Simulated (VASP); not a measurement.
Given:

```
CELL_PARAMETERS angstrom
      3.16390     0.00000     0.00000
     -1.58195     2.74002     0.00000
      0.00000     0.00000     8.23372
ATOMIC_POSITIONS crystal
  Ta 0.33333 0.66667 0.03647
  Ta 0.66667 0.33333 0.53647
  S  0.33333 0.66667 0.33853
  S  0.66667 0.33333 0.83853
```

Method: PBE GGA, VASP's PBE PAW potentials (set 64) (plane waves; VASP). Settings: 400 eV cut-off, 12×12×4 Γ-centred mesh, tetrahedra with Blöchl corrections, potentials Ta_pv S.

The cores are frozen, which limits the accuracy of field gradients.

Q: Give the principal components of the electric field gradient (V/Å²) and the asymmetry η at each nucleus.

A: 
| atom | Vxx | Vyy | Vzz | η |
|---|---|---|---|---|
| Ta1 | 71.3 | 71.3 | -142.6 | 0.00 |
| Ta2 | 71.3 | 71.3 | -142.6 | 0.00 |
| S3 | -7.2 | -7.2 | 14.4 | 0.00 |
| S4 | -7.2 | -7.2 | 14.4 | 0.00 |

The structure was generated: TaS was put into the wurtzite type (P6_3mc), which need not be its known phase. It was relaxed first, which changed the volume by -44 %.
